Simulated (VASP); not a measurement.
Consider the following.

```xyz
2
Lattice="0.0000 2.0263 2.0632 2.0895 0.0000 2.0632 2.0895 2.0263 0.0000" Properties=species:S:1:pos:R:3 pbc="T T T"
Li     0.0000     0.0000     0.0000
H      2.1518     2.0263     2.0632
```

Computed with PBE GGA with spin-orbit coupling, VASP's PBE PAW potentials (set 64) (plane waves; VASP). Numerical set-up: 520 eV cut-off, 10×10×10 Γ-centred mesh, Gaussian smearing of 0.050 eV, potentials Li_sv H.

Estimate the energy per atom (σ→0), pressure.

```yaml
energy per atom (σ→0): -3.056 eV/atom
pressure: -2.74 GPa
```

Only differences to runs with the same potentials and settings are physical.

The compound is LiH in the rock salt structure. The cell was not relaxed at this level, atoms are displaced from their ideal sites. The run is one of a series of settings (GGA_COMPAT = .FALSE., LSORBIT = .TRUE., MAGMOM = 0 0 0 0 0 0, program vasp_ncl against the base run), some of them coarse on purpose.
